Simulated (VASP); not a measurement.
VASP ran on this input.

File KPOINTS:
```
Automatic
0
gamma
  10 10 6
```

**INCAR**
```
SYSTEM  =  SnSe2
PREC  =  Accurate; ENCUT  =  500; LREAL  =  .FALSE.
LASPH  =  .TRUE.
EDIFF  =  1E-6; NELM  =  100; ALGO  =  Normal
LMAXMIX  =  4
ISMEAR  =  1; SIGMA  =  0.1
GGA  =  PE
IBRION  =  2; NSW  =  40; ISIF  =  3
EDIFFG  =  -0.02; PSTRESS  =  200
LWAVE  =  .FALSE.; LCHARG  =  .FALSE.
```

File POSCAR:
```
SnSe2
1
    1.8315885330    -3.1724268849    -0.0000000000
    1.8315885330     3.1724268849     0.0000000000
   -0.0000000000    -0.0000000000     5.2406329463
Sn Se
1 2
Direct
  0.0000000000   0.0000000000   0.0000000000
  0.3333330000   0.6666670000   0.3035106012
  0.6666670000   0.3333330000   0.6964893988
```

POTCAR, in this order: Sn_d Se (PBE.64 set). Program: vasp_std.

### Question
Write an equivalent input for Quantum ESPRESSO's pw.x.

### Answer
One equivalent input (not run):
```
&CONTROL
  calculation = 'vc-relax'
  pseudo_dir = './pseudo'
  outdir = './out'
  tprnfor = .true.
  tstress = .true.
  nstep = 40
  forc_conv_thr = 0.00078
/
&SYSTEM
  ibrav = 0
  nat = 3
  ntyp = 2
  ecutwfc = 86
  occupations = 'smearing'
  smearing = 'methfessel-paxton'
  degauss = 0.00735
  input_dft = 'pbe'
/
&ELECTRONS
  conv_thr = 7.3e-08
  electron_maxstep = 100
/
&IONS
/
&CELL
  press = 200
/
ATOMIC_SPECIES
  Sn 118.710 Sn.upf
  Se 78.971 Se.upf
CELL_PARAMETERS angstrom
     1.8315885   -3.1724269   -0.0000000
     1.8315885    3.1724269    0.0000000
    -0.0000000   -0.0000000    5.2406329
ATOMIC_POSITIONS crystal
  Sn   0.0000000  0.0000000  0.0000000
  Se   0.3333330  0.6666670  0.3035106
  Se   0.6666670  0.3333330  0.6964894
K_POINTS automatic
  10 10 6 0 0 0
```
What does not carry over: the potentials are each code's own (VASP's PAW set, PseudoDojo norm-conserving files in pw.x), so ENCUT and ecutwfc are chosen apart and not converted; conv_thr bounds pw.x's estimated SCF error, while EDIFF bounds the energy change between steps; forc_conv_thr acts on force components and is met together with etot_conv_thr.

The compound is SnSe2 in the 1T layered structure. This run relaxes it under an external pressure of 20 GPa. Symmetry was kept, so distortions that lower it aren't found.
